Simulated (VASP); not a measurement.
An input for Quantum ESPRESSO's pw.x (written as the equivalent of a VASP run, and not itself run):

```
&CONTROL
  calculation = 'vc-relax'
  pseudo_dir = './pseudo'
  outdir = './out'
  tprnfor = .true.
  tstress = .true.
  nstep = 40
  forc_conv_thr = 0.00078
/
&SYSTEM
  ibrav = 0
  nat = 2
  ntyp = 2
  ecutwfc = 82.3
  occupations = 'smearing'
  smearing = 'methfessel-paxton'
  degauss = 0.00735
  input_dft = 'pz'
/
&ELECTRONS
  conv_thr = 7.3e-08
  electron_maxstep = 100
/
&IONS
/
&CELL
  press = 100
/
ATOMIC_SPECIES
  Hg 200.592 Hg.upf
  Te 127.600 Te.upf
CELL_PARAMETERS angstrom
     0.0000000    3.0708529    3.0708529
     3.0708529    0.0000000    3.0708529
     3.0708529    3.0708529   -0.0000000
ATOMIC_POSITIONS crystal
  Hg   1.0000000  1.0000000  1.0000000
  Te   0.2500000  0.2500000  0.2500000
K_POINTS automatic
  10 10 10 0 0 0
```

Translate this input to VASP (INCAR, KPOINTS, POSCAR, choice of POTCAR).

One answer among several that fit: 
**KPOINTS**
```
Automatic mesh
0
Gamma
10 10 10
0 0 0
```

**INCAR**
```
! general
SYSTEM =HgTe
PREC   =Accurate
ENCUT  =500
LREAL  =F   ! projection in real space or not
LASPH  =T   ! aspherical one-centre terms

! electronic loop
EDIFF  =1E-6
NELM   =100
ALGO   =Normal   ! blocked Davidson
LMAXMIX=6   ! l cut-off of mixed one-centre charges

! smearing
ISMEAR =1   ! Methfessel-Paxton
SIGMA  =0.1   ! width (eV)

! ions
IBRION =2   ! conjugate gradients
NSW    =40
ISIF   =3   ! ions, shape and volume
EDIFFG =-0.02
PSTRESS=100

! output
LWAVE  =F
LCHARG =F
```

### POSCAR
```
HgTe
1
    0.0000000000     3.0708529077     3.0708529077
    3.0708529077     0.0000000000     3.0708529077
    3.0708529077     3.0708529077    -0.0000000000
Hg Te
1 1
Direct
  1.0000000000   1.0000000000   1.0000000000
  0.2500000000   0.2500000000   0.2500000000
```

POTCAR, in this order: Hg Te (LDA.64 set). Program: vasp_std.

What does not carry over: the potentials are each code's own (VASP's PAW set, PseudoDojo norm-conserving files in pw.x), so ENCUT and ecutwfc are chosen apart and not converted; conv_thr bounds pw.x's estimated SCF error, while EDIFF bounds the energy change between steps; forc_conv_thr acts on force components and is met together with etot_conv_thr.

The compound is HgTe in the zinc blende structure. It was relaxed first under an external pressure of 10 GPa.
